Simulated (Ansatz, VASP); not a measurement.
**TcS2 in two plane-wave programs**

One calculation is typed for both programs; each brings its own data sets. How far apart do they land? The structure shown is the start of the Ansatz relaxation below; VASP solves that cell, so the two are compared at the walk's first step.

Method: plane waves, with VASP 6.6.1 beside it; single point at PBEsol, in Ansatz 0.2.0.

## 1. The structure

The cell holds 3 atoms: 1 Tc and 2 S. Cell: a = 3.236 Å, b = 3.236 Å, c = 30.263 Å, α = 90.0°, β = 90.0°, γ = 120.0°. Vacuum lies along c. The height across the vacuum is the one that the program set for its solve, not the one typed.

## 2. Ansatz: relaxation, PBEsol

Ansatz runs on its default PAW (the set named soft_2) files.

The two programs are compared at the cell with which this relaxation starts, whose forces are those of its first step.

Contents of input.yaml:

```yaml
crystal:
  lattice:
    - [3.2357, 0.0, 0.0]
    - [-1.61785, 2.802198399, 0.0]
    - [0.0, 0.0, 18.9085932453]
  atoms:
    - { symbol: Tc, position: [0.0, 0.0, 0.5] }
    - { symbol: S, position: [0.3333333333, 0.6666666667, 0.5854560286] }
    - { symbol: S, position: [0.3333333333, 0.6666666667, 0.4145439714] }
  periodic: [true, true, false]
kpoints:
  mp_grid: { grid: [9, 9, 1] }
hamiltonian:
  xc: pbesol
scf:
  occupations: { method: fermi_dirac, width: 0.02 }
relax:
  f_tol: 0.01
  max_steps: 80
  cell: {}
```

On the command line:

```sh
> ansatz run input.yaml --threads 4 --pin off --max-ram 14745MiB --backend cpu --events-out ev --progress --plain --runs-dir out
```

Numbers of over 12 decimals in the logs are rounded to 6 here.

The log of the run:

```text
Warning: crystal.periodic: the lattice vector that does not repeat stood 0.000° off the slab's normal, 18.909 Å along it as the deck builds it. The run solves the slab on a vector along the normal, 30.263 Å long, with every atom where it was (on the deck's vector they left 15.68 Å outside them, and the widest stretch free of ions among them is 1.62 Å). A fractional position that the run reports is one of the run's ce [...]
crystal.periodic: the lattice vector that does not repeat stood 0.000° off the slab's normal, 18.909 Å along it as the deck builds it. The run solves the slab on a vector along the normal, 30.263 Å long, with every atom where it was (on the deck's vector they left 15.68 Å outside them, and the widest stretch free of ions among them is 1.62 Å). A fractional position that the run reports is one of the run's cell, which [...]
Engine: ansatz 0.2.0, aarch64-unknown-linux-gnu
Pseudopotentials: kind: paw
Pseudopotential: Tc, paw, valence charge 15, recommended cutoff 500 eV (normal), Tc.paw.azcp
Pseudopotential: S, paw, valence charge 6, recommended cutoff 420 eV (normal), S.paw.azcp
Functional definition: PBEsol
  exchange = pbesol_x
  correlation = pbesol_c
Crystal: 3 atoms, lattice volume = 274.401 Å³
Basis set: ecut = 500 eV, 6921 PW (Γ), exchange–correlation on 48×48×450 points (8 copies of the dense FFT grid, shifted against one another)
Bands: 18, of which v1, the nominal top of the filled ones, is band 14 counted from 1 (13 counted from 0)
Symmetry: 12 space group operations
Space group: P-6m2 (ITA 187), of the structure as read, at distance tolerance 6.5e-5 Å
k-points: 12 of 81 (time reversal used)
Non-local potential: Tc, projectors of the file, l = 0: 3, l = 1: 3, l = 2: 2, l = 3: 2
Non-local potential: S, projectors of the file, l = 0: 2, l = 1: 2, l = 2: 2
PAW form: soft (Blöchl's): semilocal exchange-correlation on the pseudo side does not see the compensation charge
PAW frozen core: Tc, regenerated for the run's functional, and the local potential with it (the file was generated under x = pbe(κ = 0.804, μ = 0.219515), c = pbe(β = 0.066725))
PAW frozen core: S, regenerated for the run's functional, and the local potential with it (the file was generated under x = pbe(κ = 0.804, μ = 0.219515), c = pbe(β = 0.066725))
PAW one-centre angular grid: Tc, 590 points (default); XC on 64 Gauss nodes
PAW one-centre angular grid: S, 110 points (default); XC on 64 Gauss nodes
Initial density: superposition of atomic densities (neutral atoms: chi_scale 0, normalization atom)
Initial wavefunctions: pseudopotential atomic-orbital guess
Functional: x = pbesol(κ = 0.804, μ = 0.123457), c = pbesol(β = 0.046)
SCF iter   1: F=—  HF=-7108.983195 eV  |F-HF|=—  |Δ(HF+E_count)|=         —  Δρ=1.90e-2  dr2=2.82e0  ethr=3.10e-3  ⟨swp⟩=15.0  Hψ=2156  notcnv=0
[...]
SCF iter   7: F=-7108.878742 eV  HF=-7108.878742 eV  |F-HF|=1.09e-7  |Δ(HF+E_count)|=   2.47e-6  Δρ=5.30e-6  dr2=6.57e-8  ethr=1.11e-9  ⟨swp⟩=8.1  Hψ=1177  notcnv=0
SCF 2 converged in 7 iterations: F = -7108.878742 eV  dr2 = 6.57e-8
relax step   2: F+E_penalty+E_count = -7108.87874201 eV  Δ(F+E_penalty+E_count) = -3.786e-1 eV  max|allowed force component| = 4.534e-1 eV/Å  Δτ_max = 0.1823 Å  P = +3.222 N/m  Ω = 267.898 Å³  energy of the carried Pulay correction = +9.395e-5 eV  fix = [c, alpha, beta]  reactions: c +0.000 N/m  (7 SCF iters, dr2 threshold 3.00e-7 eV, accepted)
[...]
relax step   3: F+E_penalty+E_count = -7108.90481010 eV  Δ(F+E_penalty+E_count) = -2.607e-2 eV  max|allowed force component| = 7.399e-2 eV/Å  Δτ_max = 0.0120 Å  P = -0.052 N/m  Ω = 274.729 Å³  energy of the carried Pulay correction = -4.681e-6 eV  fix = [c, alpha, beta]  reactions: c -0.000 N/m  (6 SCF iters, dr2 threshold 3.00e-7 eV, accepted)
[...]
relax step   4: F+E_penalty+E_count = -7108.90486814 eV  Δ(F+E_penalty+E_count) = -5.803e-5 eV  max|allowed force component| = 4.926e-2 eV/Å  Δτ_max = 0.0094 Å  P = -0.093 N/m  Ω = 275.844 Å³  energy of the carried Pulay correction = -2.055e-5 eV  fix = [c, alpha, beta]  reactions: c -0.000 N/m  (5 SCF iters, dr2 threshold 3.00e-7 eV, accepted)
[...]
relax step   5: F+E_penalty+E_count = -7108.90516000 eV  Δ(F+E_penalty+E_count) = -2.919e-4 eV  max|allowed force component| = 8.092e-4 eV/Å  Δτ_max = 0.0044 Å  P = -0.001 N/m  Ω = 275.132 Å³  energy of the carried Pulay correction = -1.042e-5 eV  fix = [c, alpha, beta]  reactions: c -0.000 N/m  (5 SCF iters, dr2 threshold 1.52e-7 eV, accepted)
[...]
relax step   6: F+E_penalty+E_count = -7108.90516991 eV  Δ(F+E_penalty+E_count) = -9.906e-6 eV  max|allowed force component| = 8.251e-4 eV/Å  Δτ_max = 0.0000 Å  P = -0.002 N/m  Ω = 275.132 Å³  fix = [c, alpha, beta]  reactions: c -0.000 N/m  stress off target by 1.54e-3 N/m on what of the cell is left free  SCF on the basis re-selected at this cell (its energy is not comparable with the rows above)  (5 SCF iters)
basis re-selected at this cell: Δ(F+E_penalty+E_count) = -9.906e-6 eV, ΔP = -0.000 N/m vs the last step (what re-selecting the basis moved, of the pressure what is left beyond the Pulay correction that the steps carried, after the strain that the cell walked since its last selection, with what the two solves' SCF thresholds leave and, on support functions, any second-order correction that the steps lacked; it is no m [...]
SCF converged after 5 iterations
Free energy (F): -7108.905170 eV
Harris-Foulkes:  -7108.905170 eV  (|F-HF|=8.40e-10)
Internal energy: -7108.901904 eV  (E = F + TS)
E sigma→0 (E₀):  -7108.903537 eV
Entropy (-TS):   -0.003266 eV (-1.089 meV/atom)
Fermi energy:    -4.460302 eV
--- Per-component energies (eV) ---
  E_band       = -617.879356
  E_kinetic    = 838.494217
  E_local      = -47682.324748  (includes V_loc(G=0)·N_el)
  E_nonlocal   = 346.439603
  E_hartree    = 23240.021109
  E_xc         = -429.919980
  E_vxc        = -468.483642  (∫ρ·V_xc dr)
  E_paw        = -4388.145363  (= ΣΔE_a)
  E_vpaw       = -132.047384  (= ΣTr[D̂ρ^β])
  E_aug_tail   = -0.000010  (compensation charges beyond the density's cutoff)
  E_ewald      = 20966.182524
  E_core_change = 0.350743  (= ΣΔE_core)
  E_smearing   = -0.003266  (= −TS)
  E_closure    = -0.000000  (closes the sum)
  Σ components = -7108.905170   (vs F -7108.905170, Δ=0.00e0)
--- Forces (eV/Å), atoms counted from 1 ---
  atom   1  Tc     0.00000000    -0.00000000    -0.00000000
  atom   2  S      0.00000000    -0.00000000    -0.00082512
  atom   3  S     -0.00000000    -0.00000000     0.00082512
  max |Σ_I F_I| component: 2.68e-16 eV/Å
--- 2D stress c σ (N/m, compression-positive) ---
       -0.001538      -0.000000      -0.000000
       -0.000000      -0.001538      -0.000000
       -0.000000      -0.000000      -0.000000
  P = ½ c Tr σ = -0.0015 N/m
--- Relaxed structure (5 steps of the walk, 5 accepted, 1 SCFs on fresh bases) ---
  F+E_penalty+E_count = -7108.90516991 eV   max|allowed force component| = 8.251e-4 eV/Å   (the final SCF, on the basis selected at the relaxed cell)
  cell:  # Å, volume = 275.1316 Å³
    - [3.240007, 0.0, 0]
    - [-1.620004, 2.805929, 0]
    - [0, 0, 30.263413]
  atoms:
    - { symbol: Tc, position: [0, -2.8783559898885975e-17, 0.312400] }
    - { symbol: S, position: [0.333333, 0.666667, 0.359998] }
    - { symbol: S, position: [0.333333, 0.666667, 0.264803] }
```

## 3. VASP: single point, PBEsol, start cell

The same cell, functional, mesh and smearing now go to VASP, with its own data sets.

Lines of VASP's logs that name or quote its potential files are left out, and so is its time.

Contents of INCAR:

```
SYSTEM = TcS2
PREC = Accurate
ENCUT = 400
EDIFF = 1E-06
NELM = 120
ISMEAR = -1
SIGMA = 0.02
LREAL = .FALSE.
ALGO = Normal
GGA = PS
NBANDS = 18
LASPH = .TRUE.
LORBIT = 11
LWAVE = .FALSE.
LCHARG = .FALSE.
ISIF = 2
LDIPOL = .TRUE.
IDIPOL = 3
DIPOL = 0.5 0.5 0.312
LVHAR = .TRUE.
GGA_COMPAT = .FALSE.
NELMDL = -8
```

Contents of POSCAR:

```
TcS2
1.0
    3.2357000000      0.0000000000      0.0000000000
   -1.6178500000      2.8021980000      0.0000000000
    0.0000000000      0.0000000000     30.2634130000
Tc S
1 2
Direct
    0.0000000000      0.0000000000      0.3124002240
    0.3333333333      0.6666666667      0.3657931774
    0.3333333333      0.6666666667      0.2590072376
```

Contents of KPOINTS:

```
Automatic mesh
0
Gamma
9 9 1
0 0 0
```

The projector-augmented-wave data sets are Tc_pv and S (PBE family, release 64).

On the command line:

```sh
> mpirun -np 1 vasp_std
```

The log of the run:

```text
[banner, memory and clock lines left out]
running    1 mpi-ranks, on    1 nodes
 distrk:  each k-point on    1 cores,    1 groups
 distr:  one band on    1 cores,    1 groups

 POSCAR found type information on POSCAR TcS
 POSCAR found :  2 types and       3 ions
|                                                                             |
|               ----> ADVICE to this user running VASP <----                  |
|                                                                             |
|     You enforced a specific xc type in the INCAR file but a different       |
|     [... a line on the potential file left out ...]
|     I HOPE YOU KNOW WHAT YOU ARE DOING!                                     |
|                                                                             |

 LDA part: xc-table for (Slater+PW92), standard interpolation
 POSCAR, INCAR and KPOINTS ok, starting setup
 FFT: planning ... GRIDC
 FFT: planning ... GRID_SOFT
 FFT: planning ... GRID
 WAVECAR not read
 entering main loop
       N       E                     dE             d eps       ncg     rms          rms(c)
DAV:   1     0.166975915492E+03    0.16698E+03   -0.96811E+03   600   0.812E+02
DAV:   2    -0.114355142953E+02   -0.17841E+03   -0.17527E+03   630   0.214E+02
DAV:   3    -0.223753385983E+02   -0.10940E+02   -0.10807E+02   570   0.610E+01
DAV:   4    -0.225445845271E+02   -0.16925E+00   -0.16901E+00   582   0.806E+00
DAV:   5    -0.225488187233E+02   -0.42342E-02   -0.42334E-02   578   0.112E+00
DAV:   6    -0.225489803565E+02   -0.16163E-03   -0.16163E-03   598   0.198E-01
DAV:   7    -0.225489871381E+02   -0.67816E-05   -0.67815E-05   580   0.363E-02
DAV:   8    -0.225489875240E+02   -0.38594E-06   -0.38584E-06   540   0.796E-03    0.190E+01
DAV:   9    -0.226000927509E+02   -0.51105E-01   -0.28005E+01   472   0.290E+01    0.105E+01
DAV:  10    -0.218084690290E+02    0.79162E+00   -0.25167E+01   494   0.287E+01    0.821E+00
DAV:  11    -0.210574923119E+02    0.75098E+00   -0.38052E+00   486   0.111E+01    0.171E+00
DAV:  12    -0.210564513740E+02    0.10409E-02   -0.92397E-02   504   0.194E+00    0.354E-01
DAV:  13    -0.210551933185E+02    0.12581E-02   -0.92417E-03   516   0.609E-01    0.319E-01
DAV:  14    -0.210536984027E+02    0.14949E-02   -0.27996E-03   536   0.299E-01    0.104E-01
[...]
DAV:  19    -0.210538110013E+02   -0.59488E-04   -0.60636E-06   522   0.105E-02    0.395E-03
DAV:  20    -0.210538701863E+02   -0.59185E-04   -0.21958E-06   460   0.562E-03    0.287E-03
DAV:  21    -0.210538935966E+02   -0.23410E-04   -0.51690E-07   404   0.220E-03    0.171E-03
DAV:  22    -0.210539113835E+02   -0.17787E-04   -0.94824E-07   434   0.284E-03    0.952E-04
DAV:  23    -0.210539193067E+02   -0.79232E-05   -0.18129E-07   338   0.132E-03    0.560E-04
DAV:  24    -0.210539228483E+02   -0.35416E-05   -0.79961E-08   300   0.950E-04    0.254E-04
DAV:  25    -0.210539251598E+02   -0.23115E-05   -0.56744E-08   272   0.738E-04    0.160E-04
DAV:  26    -0.210539257629E+02   -0.60306E-06   -0.18334E-08   266   0.409E-04
   1 F= -.21053926E+02 E0= -.21050154E+02  d E =-.754264E-02
```

Parts of OUTCAR (step 3):

```text
ion  position               nearest neighbor table
   1  0.000  0.000  0.312-   2 2.47   2 2.47   2 2.47   3 2.47   3 2.47   3 2.47
   2  0.333  0.667  0.366-   1 2.47   1 2.47   1 2.47
   3  0.333  0.667  0.259-   1 2.47   1 2.47   1 2.47

  LATTYP: Found a hexagonal cell.
 ALAT       =     3.2357000000
 C/A-ratio  =     9.3529724635

 Subroutine GETGRP returns: Found 12 space group operations
 (whereof  6 operations were pure point group operations)

The static configuration has the point symmetry C_3v.
 The point group associated with its full space group is D_3h.

 Found     12 irreducible k-points:

   k-points           NKPTS =     12   k-points in BZ     NKDIM =     12   number of bands    NBANDS=     18

   dimension x,y,z NGX =    24 NGY =   24 NGZ =  200
   dimension x,y,z NGXF=    48 NGYF=   48 NGZF=  400

   ENCUT  =  400.0 eV  29.40 Ry    5.42 a.u.   5.28  5.28 49.35*2*pi/ulx,y,z

   NELECT =      25.0000    total number of electrons

 k-points in reciprocal lattice and weights: Automatic mesh
   0.00000000  0.00000000  0.00000000       0.012
   0.11111111  0.00000000  0.00000000       0.074
   0.22222222  0.00000000  0.00000000       0.074
   0.33333333  0.00000000  0.00000000       0.074
   0.44444444  0.00000000  0.00000000       0.074
   0.11111111  0.11111111  0.00000000       0.074
   0.22222222  0.11111111  0.00000000       0.148
   0.33333333  0.11111111  0.00000000       0.148
   0.44444444  0.11111111  0.00000000       0.074
   0.22222222  0.22222222  0.00000000       0.074
   0.33333333  0.22222222  0.00000000       0.148
   0.33333333  0.33333333  0.00000000       0.025

 dipolmoment           0.000000      0.000000      0.000013 electrons x Angstroem

 average (electrostatic) potential at core
       1 -83.0072       2 -94.9113       3 -94.9114

 E-fermi :  -2.1220

 k-point     1 :       0.0000    0.0000    0.0000
  band No.  band energies     occupation
    ...
      8      -5.9878      2.00000
      9      -5.3259      2.00000
     10      -5.1386      2.00000
     11      -5.1386      2.00000
     12      -4.0118      2.00000
     13      -1.2901      0.00000
     14      -1.2901      0.00000
     15      -1.1076      0.00000
     16      -1.1076      0.00000
     17       1.7674      0.00000
    ...

 k-point     2 :       0.1111    0.0000    0.0000
  band No.  band energies     occupation
    ...
      8      -5.9676      2.00000
      9      -5.8273      2.00000
     10      -5.3667      2.00000
     11      -4.7187      2.00000
     12      -4.0968      2.00000
     13      -1.5698      0.00000
     14      -1.5400      0.00000
     15      -1.3001      0.00000
     16      -1.0814      0.00000
     17       2.1244      0.00000
    ...

 k-point     3 :       0.2222    0.0000    0.0000
  band No.  band energies     occupation
    ...
      8      -6.7466      2.00000
      9      -5.8446      2.00000
     10      -5.4019      2.00000
     11      -4.8409      2.00000
     12      -4.4520      2.00000
     13      -1.9969      0.00385
     14      -1.7065      0.00000
     15      -1.5453      0.00000
     16      -0.6816      0.00000
     17       2.8017      0.00000
    ...

  Total       -4.3279461     -4.3279449     -6.7716640     -0.0000000      0.0000000      0.0000000
  in kB      -25.2701287    -25.2701215    -39.5385745     -0.0000000      0.0000000      0.0000000
  external PRESSURE =     -30.0262749 kB  Pullay stress =       0.0000000 kB

  energy-cutoff  :      400.00
  volume of cell :      274.40
      direct lattice vectors                 reciprocal lattice vectors
     3.235700000  0.000000000  0.000000000     0.309052137  0.178431360  0.000000000
    -1.617850000  2.802198000  0.000000000     0.000000000  0.356862720  0.000000000
     0.000000000  0.000000000 30.263413000     0.000000000  0.000000000  0.033043200

 POSITION                                       TOTAL-FORCE (eV/Angst)
 -----------------------------------------------------------------------------------
      0.00000      0.00000      9.45430         0.000000      0.000000     -0.000000
     -0.00000      1.86813     11.07015        -0.000000      0.000000     -2.056035
     -0.00000      1.86813      7.83844        -0.000000      0.000000      2.056035
 -----------------------------------------------------------------------------------
    total drift:                                0.000000     -0.000003      0.001127

  FREE ENERGIE OF THE ION-ELECTRON SYSTEM (eV)
  ---------------------------------------------------
  free  energy   TOTEN  =       -21.0539257629 eV

  energy  without entropy=      -21.0463831188  energy(sigma->0) =      -21.05015444

 vacuum level on the upper side and lower side of the slab         2.433         2.432

 total charge
# of ion       s       p       d       tot
------------------------------------------
    1        0.338   6.413   5.025  11.776
    2        1.362   2.234   0.000   3.596
    3        1.362   2.234   0.000   3.596
--------------------------------------------------
tot          3.061  10.881   5.025  18.967

[... 3 further parts left out ...]
```

## 4. Side by side

Known differences besides the potentials themselves: Ansatz cuts the interaction across the vacuum, VASP repeats the sheet with a dipole correction; the data sets hold 27 valence electrons in Ansatz (on its default PAW (the set named soft_2) files) and 25 in VASP; the cutoff is 500 eV in Ansatz and 400 eV in VASP; Ansatz makes its cores anew for this functional, VASP keeps those of its PBE data sets. Total energies have different zeros and are not compared.

Forces (eV/Å; atoms numbered as in POSCAR):

```tsv
atom	Ansatz x, y, z	VASP x, y, z
Tc1	0.000, 0.000, 0.000	0.000, 0.000, 0.000
S2	0.000, 0.000, -2.030	0.000, 0.000, -2.056
S3	0.000, 0.000, 2.030	0.000, 0.000, 2.056
```

The forces differ by 12 meV/Å r.m.s., which is 1.3 % of the r.m.s. force of 0.969 eV/Å (both taken over all components). With vacuum in the cell, a pressure given here is an average over mostly empty space and none of the material.

## 5. Outcome

- r.m.s. force difference (single point, PBEsol, start cell): 1.3 % of the r.m.s. force

In words: The r.m.s. force difference is 1.3 % of the r.m.s. force (single point, PBEsol, start cell), within the 3 % picked in this series as the mark of a large difference. The data sets hold unlike numbers of valence electrons (27 in Ansatz and 25 in VASP), so part of the differences comes from the potentials. 1 further run of this series is not shown here. Such differences can come from data sets, numerical settings and the points named under the comparisons, not from the functional's error against experiment.

[Lines on the potential files, build, host, timing and source positions are cut from VASP's logs without a mark.]

[Logs are printed without paths, hosts, clocks, repeated set-up lines and the standing remarks that a program may print on its own settings, such as how far it seeks lower states.]

[Hosts, paths, dates, database ids (printed as entryN), source tags and the programs' standing remarks are cut or masked in the printed files.]
